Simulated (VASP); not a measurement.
Calculation: LDA (Ceperley-Alder, Perdew-Zunger), VASP's LDA PAW potentials (set 64) (plane waves; VASP).

VASP input:

### KPOINTS
```
Automatic mesh
0
Gamma
16 16 16
0 0 0
```

INCAR:
```
ENCUT = 520   # plane-wave cut-off (eV)
EDIFF = 1E-7
PREC = Accurate
ISMEAR = 0
SIGMA = 0.01
LREAL = F
NELM = 100   # most electronic steps
ALGO = Normal   # blocked Davidson
LOPTICS = T
LASPH = T   # aspherical one-centre terms
SYSTEM = C
CSHIFT = 0.1
NBANDS = 24
LCHARG = F
NEDOS = 1001   # DOS grid
LWAVE = F
```

### POSCAR
```
C
1
    0.0000000000     1.7679180407     1.7679180407
    1.7679180407     0.0000000000     1.7679180407
    1.7679180407     1.7679180407     0.0000000000
C
2
Direct
  0.0000000000   0.0000000000   0.0000000000
  0.2500000000   0.2500000000   0.2500000000
```

POTCAR, in this order: C (LDA.64 set). Program: vasp_std.

The run wrote:

**OSZICAR**
```
       N       E                     dE             d eps       ncg     rms          rms(c)
DAV:   1     0.108473028082E+02    0.10847E+02   -0.40382E+03  7096   0.329E+02
DAV:   2    -0.206329992088E+02   -0.31480E+02   -0.30296E+02  9024   0.977E+01
DAV:   3    -0.211059122042E+02   -0.47291E+00   -0.47182E+00  8408   0.935E+00
DAV:   4    -0.211061018179E+02   -0.18961E-03   -0.18961E-03  8328   0.219E-01
DAV:   5    -0.211061018831E+02   -0.65229E-07   -0.65220E-07  8384   0.375E-03    0.589E+00
DAV:   6    -0.204674145170E+02    0.63869E+00   -0.13766E-01  8128   0.186E+00    0.340E+00
DAV:   7    -0.202457121072E+02    0.22170E+00   -0.19548E-01  8592   0.210E+00    0.775E-01
DAV:   8    -0.202455517717E+02    0.16034E-03   -0.79869E-03  7832   0.432E-01    0.746E-02
DAV:   9    -0.202455006523E+02    0.51119E-04   -0.51402E-05  8504   0.360E-02    0.213E-02
DAV:  10    -0.202455011171E+02   -0.46481E-06   -0.24342E-06  8312   0.781E-03    0.366E-03
DAV:  11    -0.202455010167E+02    0.10047E-06   -0.47982E-08  7016   0.108E-03    0.620E-04
DAV:  12    -0.202455010020E+02    0.14651E-07   -0.28613E-09  5048   0.249E-04
   1 F= -.20245501E+02 E0= -.20245501E+02  d E =-.236018E-55
 imaginary and real dielectric function
```

File OUTCAR:
```
------------------------ aborting loop because EDIFF is reached ----------------------------------------
  FORCE on cell =-STRESS in cart. coord.  units (eV):
  Direction    XX          YY          ZZ          XY          YZ          ZX
  --------------------------------------------------------------------------------------
  Total       -0.0009044     -0.0009044     -0.0009044      0.0000000      0.0000000      0.0000000
  in kB       -0.1311140     -0.1311140     -0.1311140      0.0000000      0.0000000      0.0000000
  external PRESSURE =      -0.1311140 kB  Pullay stress =       0.0000000 kB
  volume of cell :       11.05
      direct lattice vectors                 reciprocal lattice vectors
     0.000000000  1.767918041  1.767918041    -0.282818541  0.282818541  0.282818541
     1.767918041  0.000000000  1.767918041     0.282818541 -0.282818541  0.282818541
     1.767918041  1.767918041  0.000000000     0.282818541  0.282818541 -0.282818541
 POSITION                                       TOTAL-FORCE (eV/Angst)
 -----------------------------------------------------------------------------------
      0.00000      0.00000      0.00000         0.000000      0.000000      0.000000
      0.88396      0.88396      0.88396        -0.000000     -0.000000     -0.000000
 -----------------------------------------------------------------------------------
    total drift:                                0.000000      0.000000      0.000000
  FREE ENERGIE OF THE ION-ELECTRON SYSTEM (eV)
  ---------------------------------------------------
  free  energy   TOTEN  =       -20.2455010020 eV

  energy  without entropy=      -20.2455010020  energy(sigma->0) =      -20.24550100

 plasma frequency squared (from intraband transitions) (eV^2)
  --------------------------------------------------------------------------------------
       0.000       0.000      -0.000
       0.000       0.000       0.000
      -0.000       0.000       0.000

 plasma frequency squared (from interband transitions, int dw w eps(2)(w)) (eV^2)
  --------------------------------------------------------------------------------------
     933.057       0.000       0.000       0.000       0.000       0.000
       0.000      -0.000     933.057       0.000       0.000      -0.000
       0.000      -0.000       0.000       0.000     933.057       0.000
```
(Selected blocks of OUTCAR.)

**OUTCAR**
```
 val. band max:       10.1094980142   @ k =   0.0000   0.0000   0.0000

 cond. band min:      14.2716583299   @ k =   0.3750   0.3750   0.0000


 Fermi energy:        10.2170563773

 k-point     1 :       0.0000    0.0000    0.0000
  band No.  band energies     occupation
      1     -11.5602      2.00000
      2      10.1095      2.00000
      3      10.1095      2.00000
      4      10.1095      2.00000
      5      15.7256      0.00000
      6      15.7256      0.00000
      7      15.7256      0.00000
      8      24.2672      0.00000
      9      29.4589      0.00000
     10      37.0330      0.00000
     11      37.0330      0.00000
     12      37.7023      0.00000
     13      37.7023      0.00000
     14      37.7023      0.00000
     15      44.9465      0.00000
     16      57.7943      0.00000
     17      57.7943      0.00000
     18      57.7943      0.00000
     19      78.6360      0.00000
     20      78.6360      0.00000
     21      78.6360      0.00000
     22      83.1669      0.00000
     23      83.1669      0.00000
     24      85.6737      0.00000

 k-point     2 :       0.0625    0.0000    0.0000
  band No.  band energies     occupation
      1     -11.4501      2.00000
      2       9.3693      2.00000
      3       9.9151      2.00000
      4       9.9151      2.00000
      5      15.9794      0.00000
      6      15.9794      0.00000
      7      16.1890      0.00000
      8      24.3304      0.00000
      9      29.6407      0.00000
     10      35.2815      0.00000
     11      35.2815      0.00000
     12      37.2808      0.00000
     13      39.8972      0.00000
     14      39.8972      0.00000
     15      45.8312      0.00000
     16      57.3826      0.00000
     17      57.5658      0.00000
     18      57.5658      0.00000
     19      77.2728      0.00000
     20      77.2728      0.00000
     21      79.3838      0.00000
     22      81.6517      0.00000
     23      81.6517      0.00000
     24      85.8030      0.00000
...
```

The compound is C in the diamond structure. It was relaxed first.
